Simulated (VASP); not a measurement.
```
EuS
1.0
    0.00000     2.93801     2.93801
    2.93801     0.00000     2.93801
    2.93801     2.93801     0.00000
Eu S
1 1
Direct
  0.00000   0.00000   0.00000
  0.50000   0.50000   0.50000
```

These are PBE GGA, VASP's PBE PAW potentials (set 64) (plane waves; VASP) values and carry that method's errors. Settings: 520 eV cut-off, Gaussian smearing of 0.050 eV, potentials Eu_2 S.

The 4f electrons are frozen in the core of the lanthanide potential, so 4f levels, which can set the real gap, and their magnetism are missing.

Q: Give the energies of bands 5 to 10 at the high-symmetry points, in eV from the valence-band maximum.

A: 
| band | Γ | X | U | L | W |
|---|---|---|---|---|---|
| 5 | 0.00 | -1.34 | -1.55 | -2.85 | -1.55 |
| 6 | 0.00 | -0.43 | -1.26 | -1.35 | -1.13 |
| 7 | 0.00 | -0.43 | -0.90 | -1.35 | -1.13 |
| 8 | 3.94 | 2.01 | 3.47 | 5.70 | 4.73 |
| 9 | 4.08 | 6.30 | 6.75 | 6.44 | 4.73 |
| 10 | 4.08 | 6.43 | 7.31 | 7.04 | 6.76 |

The gap is indirect, 2.01 eV, from the valence maximum at Γ to the conduction minimum at X.

The compound is EuS in the rock salt structure. It was relaxed first.
